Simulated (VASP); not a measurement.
OSZICAR of a VASP run on Zn (hcp):

OSZICAR:
```
       N       E                     dE             d eps       ncg     rms          rms(c)
DAV:   1     0.977181678174E+02    0.97718E+02   -0.12836E+04  4352   0.231E+03
DAV:   2     0.109763778751E+01   -0.96621E+02   -0.95256E+02  4416   0.301E+02
DAV:   3    -0.170896149198E+01   -0.28066E+01   -0.28018E+01  5456   0.621E+01
DAV:   4    -0.171708132215E+01   -0.81198E-02   -0.81195E-02  5048   0.347E+00
DAV:   5    -0.171709459327E+01   -0.13271E-04   -0.13271E-04  5336   0.116E-01    0.329E+00
DAV:   6    -0.159258301865E+01    0.12451E+00   -0.67727E-01  4448   0.176E+01    0.264E+00
DAV:   7    -0.159052379517E+01    0.20592E-02   -0.19291E-02  4984   0.243E+00    0.137E+00
DAV:   8    -0.158939625163E+01    0.11275E-02   -0.21945E-03  4992   0.745E-01    0.498E-02
DAV:   9    -0.158944968440E+01   -0.53433E-04   -0.26062E-04  5984   0.228E-01    0.292E-02
DAV:  10    -0.158945332068E+01   -0.36363E-05   -0.22349E-05  4912   0.714E-02    0.354E-03
DAV:  11    -0.158945298857E+01    0.33211E-06   -0.18429E-07  4576   0.459E-03    0.137E-03
DAV:  12    -0.158945271842E+01    0.27015E-06   -0.53161E-08  2816   0.461E-03    0.627E-05
DAV:  13    -0.158945271418E+01    0.42432E-08   -0.69815E-09  2552   0.953E-04
   1 F= -.15894527E+01 E0= -.15895060E+01  d E =-.158945E+01
       N       E                     dE             d eps       ncg     rms          rms(c)
DAV:   1    -0.164425285715E+01   -0.54800E-01   -0.10248E+00  4976   0.973E+00    0.138E+00
DAV:   2    -0.161483188647E+01    0.29421E-01   -0.29754E-02  4608   0.319E+00    0.834E-01
DAV:   3    -0.159872591584E+01    0.16106E-01   -0.20065E-02  6024   0.248E+00    0.793E-02
DAV:   4    -0.159893948534E+01   -0.21357E-03   -0.25067E-03  4488   0.586E-01    0.560E-02
DAV:   5    -0.159894020912E+01   -0.72378E-06   -0.31200E-05  5168   0.108E-01    0.139E-02
DAV:   6    -0.159893774339E+01    0.24657E-05   -0.52031E-06  5216   0.346E-02    0.104E-03
DAV:   7    -0.159893777078E+01   -0.27384E-07   -0.18542E-07  4024   0.448E-03
   2 F= -.15989378E+01 E0= -.15989387E+01  d E =-.948506E-02
       N       E                     dE             d eps       ncg     rms          rms(c)
DAV:   1    -0.204074774735E+01   -0.44181E+00   -0.92432E+00  4992   0.293E+01    0.413E+00
DAV:   2    -0.176465185766E+01    0.27610E+00   -0.29837E-01  4632   0.851E+00    0.248E+00
DAV:   3    -0.161606167211E+01    0.14859E+00   -0.20593E-01  5512   0.640E+00    0.268E-01
DAV:   4    -0.161770279155E+01   -0.16411E-02   -0.19375E-02  4560   0.160E+00    0.192E-01
DAV:   5    -0.161766460716E+01    0.38184E-04   -0.38848E-04  4952   0.218E-01    0.369E-02
DAV:   6    -0.161763099561E+01    0.33612E-04   -0.44714E-05  5048   0.106E-01    0.269E-03
DAV:   7    -0.161763171134E+01   -0.71574E-06   -0.58669E-06  4928   0.297E-02    0.138E-03
DAV:   8    -0.161763195469E+01   -0.24334E-06   -0.23395E-07  3136   0.103E-02    0.994E-04
DAV:   9    -0.161763194328E+01    0.11404E-07   -0.58298E-08  2288   0.519E-03
   3 F= -.16176319E+01 E0= -.16175246E+01  d E =-.281792E-01
       N       E                     dE             d eps       ncg     rms          rms(c)
DAV:   1    -0.162386950192E+01   -0.62375E-02   -0.13590E-01  5016   0.355E+00    0.499E-01
DAV:   2    -0.161982188303E+01    0.40476E-02   -0.37077E-03  4600   0.113E+00    0.300E-01
DAV:   3    -0.161766388685E+01    0.21580E-02   -0.28560E-03  5720   0.870E-01    0.307E-02
DAV:   4    -0.161769240428E+01   -0.28517E-04   -0.34834E-04  4528   0.221E-01    0.211E-02
DAV:   5    -0.161769219242E+01    0.21186E-06   -0.51089E-06  5400   0.489E-02    0.421E-03
DAV:   6    -0.161769192283E+01    0.26959E-06   -0.88153E-07  4680   0.183E-02    0.109E-03
DAV:   7    -0.161769192418E+01   -0.13442E-08   -0.57991E-08  2384   0.326E-03
   4 F= -.16176919E+01 E0= -.16175105E+01  d E =-.282392E-01
       N       E                     dE             d eps       ncg     rms          rms(c)
DAV:   1    -0.161842883647E+01   -0.73691E-03   -0.15499E-02  5008   0.120E+00    0.168E-01
DAV:   2    -0.161797242406E+01    0.45641E-03   -0.41361E-04  4600   0.383E-01    0.101E-01
DAV:   3    -0.161772745299E+01    0.24497E-03   -0.32316E-04  5728   0.294E-01    0.104E-02
DAV:   4    -0.161773066187E+01   -0.32089E-05   -0.39722E-05  4528   0.763E-02    0.707E-03
DAV:   5    -0.161773064592E+01    0.15948E-07   -0.49372E-07  5288   0.163E-02
   5 F= -.16177306E+01 E0= -.16175803E+01  d E =-.282779E-01
```

Q: Which electronic solver shows in the log?

A: It is blocked Davidson (ALGO = Normal, or the opening steps of other solvers). The INCAR had ALGO = Normal.

Q: Can the final energy be trusted as converged?

A: The run converged. It stopped with EDIFF = 1E-7, NELM = 100, NSW = 30 and EDIFFG = -0.01 after 5 ionic steps (revPBE GGA, plane waves, VASP's PBE PAW potentials (set 64)).

The compound is Zn in the hcp structure. This cell is one point of a volume scan, at 1.06 of the reference volume. Symmetry was kept, so distortions that lower it aren't found.
